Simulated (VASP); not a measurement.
Consider the following.

```yaml
crystal:
  lattice:
    - [0.00000, 1.94937, 1.94937]
    - [1.94937, 0.00000, 1.94937]
    - [1.94937, 1.94937, 0.00000]
  atoms:
    - { symbol: Pd, position: [0.00000, 0.00000, 0.00000] }
```

Method: RPBE GGA, VASP's PBE PAW potentials (set 64) (plane waves; VASP 6.6.1). Settings: 520 eV cut-off, 16×16×16 Γ-centred mesh, first-order Methfessel-Paxton smearing of 0.10 eV, potentials Pd.

**Question.** Give the stress tensor in GPa (positive for a compressed cell).

**Answer.** 
```
10.62   0.00   0.00
 0.00  10.62   0.00
 0.00   0.00  10.62
```
The pressure is its mean diagonal, 10.62 GPa.

The compound is Pd in the fcc structure. This cell is one point of a volume scan, at 0.94 of the reference volume.
